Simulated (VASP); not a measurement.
Calculation: PBE GGA with D3 dispersion (Becke-Johnson damping), VASP's PBE PAW potentials (set 64) (plane waves; VASP).

VASP input:

### INCAR
```
SYSTEM = TiO2
PREC = Accurate
ENCUT = 520
EDIFF = 1E-7
NELM = 100
ALGO = Normal
LREAL = .FALSE.
LASPH = .TRUE.
ISMEAR = 0
SIGMA = 0.05
GGA = PE
IVDW = 12
LMAXMIX = 4
LWAVE = .FALSE.
LCHARG = .FALSE.
LORBIT = 11
ICHARG = 11
```

POSCAR:
```
TiO2
1
    4.6086985845     0.0000000000     0.0000000000
    0.0000000000     4.6086985845     0.0000000000
    0.0000000000     0.0000000000     2.9605875229
Ti O
2 4
Direct
  0.0000000000   0.0000000000   0.0000000000
  0.5000000000   0.5000000000   0.5000000000
  0.3043164273   0.3043164273   0.0000000000
  0.8043164273   0.1956835727   0.5000000000
  0.1956835727   0.8043164273   0.5000000000
  0.6956835727   0.6956835727   0.0000000000
```

File KPOINTS:
```
k-points along high-symmetry lines
10
Line-mode
Reciprocal
  0.000000   0.000000   0.000000 ! GAMMA
  0.000000   0.500000   0.000000 ! X

  0.000000   0.500000   0.000000 ! X
  0.500000   0.500000   0.000000 ! M

  0.500000   0.500000   0.000000 ! M
  0.000000   0.000000   0.000000 ! GAMMA

  0.000000   0.000000   0.000000 ! GAMMA
  0.000000   0.000000   0.500000 ! Z

  0.000000   0.000000   0.500000 ! Z
  0.000000   0.500000   0.500000 ! R

  0.000000   0.500000   0.500000 ! R
  0.500000   0.500000   0.500000 ! A

  0.500000   0.500000   0.500000 ! A
  0.000000   0.000000   0.500000 ! Z

  0.000000   0.500000   0.000000 ! X
  0.000000   0.500000   0.500000 ! R

  0.500000   0.500000   0.000000 ! M
  0.500000   0.500000   0.500000 ! A
```

POTCAR, in this order: Ti_sv O (PBE.64 set). Program: vasp_std. Read from the step before: CHGCAR.

Q: What will the output report for the number of irreducible k-points (NKPTS), largest plane-wave count, number of space-group operations, FFT grid (NGX, NGY, NGZ)?

A: 
```
Item                                           Value
--------------------------------------  ------------
number of irreducible k-points (NKPTS)            90
largest plane-wave count                        1720
number of space-group operations                  16
FFT grid (NGX, NGY, NGZ)                36 × 36 × 24
```

The compound is TiO2 in the rutile structure. It was relaxed first.
